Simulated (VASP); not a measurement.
Calculation: PW91 GGA, VASP's PBE PAW potentials (set 64) (plane waves; VASP).

VASP input:

**KPOINTS**
```
Regular mesh
0
gamma
  8 8 8
```

INCAR:
```
SYSTEM = KCl
PREC = Accurate; ENCUT = 520; LREAL = F
LASPH = T
EDIFF = 1E-7; NELM = 100; ALGO = Normal
ISMEAR = -5
GGA = 91
ISIF = 2
LWAVE = F; LCHARG = T; LORBIT = 11
NEDOS = 601
```

POSCAR:
```
KCl
1
    0.0000000000     3.1897618059     3.1897618059
    3.1897618059     0.0000000000     3.1897618059
    3.1897618059     3.1897618059     0.0000000000
K Cl
1 1
Direct
  0.0000000000   0.0000000000   0.0000000000
  0.5000000000   0.5000000000   0.5000000000
```

POTCAR, in this order: K_sv Cl (PBE.64 set). Program: vasp_std.

The resulting files:

File OSZICAR:
```
       N       E                     dE             d eps       ncg     rms          rms(c)
DAV:   1     0.106895031207E+03    0.10690E+03   -0.72103E+03   696   0.119E+03
DAV:   2    -0.565930374784E+00   -0.10746E+03   -0.10136E+03   884   0.281E+02
DAV:   3    -0.693710290047E+01   -0.63712E+01   -0.63375E+01   892   0.622E+01
DAV:   4    -0.717661345595E+01   -0.23951E+00   -0.23935E+00  1232   0.108E+01
DAV:   5    -0.717782548043E+01   -0.12120E-02   -0.12120E-02   916   0.772E-01    0.323E+00
DAV:   6    -0.687265255199E+01    0.30517E+00   -0.57256E-01   840   0.409E+00    0.260E+00
DAV:   7    -0.685625189951E+01    0.16401E-01   -0.13532E-01   876   0.221E+00    0.151E+00
DAV:   8    -0.686998555777E+01   -0.13734E-01   -0.21608E-02   960   0.125E+00    0.190E-01
DAV:   9    -0.687095459501E+01   -0.96904E-03   -0.14739E-03   920   0.261E-01    0.109E-01
DAV:  10    -0.687178608757E+01   -0.83149E-03   -0.87147E-04   796   0.228E-01    0.144E-02
DAV:  11    -0.687180122265E+01   -0.15135E-04   -0.24069E-05   964   0.355E-02    0.827E-03
DAV:  12    -0.687180557228E+01   -0.43496E-05   -0.71025E-06   856   0.192E-02    0.296E-03
DAV:  13    -0.687180586452E+01   -0.29224E-06   -0.89022E-07   904   0.745E-03    0.900E-04
DAV:  14    -0.687180597937E+01   -0.11485E-06   -0.11264E-07   848   0.267E-03    0.149E-04
DAV:  15    -0.687180599855E+01   -0.19181E-07   -0.36396E-09   648   0.524E-04
   1 F= -.68718060E+01 E0= -.68718060E+01  d E =0.000000E+00
```

**OUTCAR**
```
------------------------ aborting loop because EDIFF is reached ----------------------------------------
  FORCE on cell =-STRESS in cart. coord.  units (eV):
  Direction    XX          YY          ZZ          XY          YZ          ZX
  --------------------------------------------------------------------------------------
  Total       -0.0111993     -0.0111993     -0.0111993      0.0000000      0.0000000      0.0000000
  in kB       -0.2764374     -0.2764374     -0.2764374      0.0000000      0.0000000      0.0000000
  external PRESSURE =      -0.2764374 kB  Pullay stress =       0.0000000 kB
  volume of cell :       64.91
      direct lattice vectors                 reciprocal lattice vectors
     0.000000000  3.189761806  3.189761806    -0.156751516  0.156751516  0.156751516
     3.189761806  0.000000000  3.189761806     0.156751516 -0.156751516  0.156751516
     3.189761806  3.189761806  0.000000000     0.156751516  0.156751516 -0.156751516
  FREE ENERGIE OF THE ION-ELECTRON SYSTEM (eV)
  ---------------------------------------------------
  free  energy   TOTEN  =        -6.8718059986 eV

  energy  without entropy=       -6.8718059986  energy(sigma->0) =       -6.87180600

 total charge

# of ion       s       p       d       tot
------------------------------------------
    1        1.955   5.573   0.023   7.551
    2        1.590   3.564   0.000   5.153
--------------------------------------------------
tot          3.545   9.137   0.023  12.705
```
(Selected blocks of OUTCAR.)

The compound is KCl in the rock salt structure. It was relaxed first.
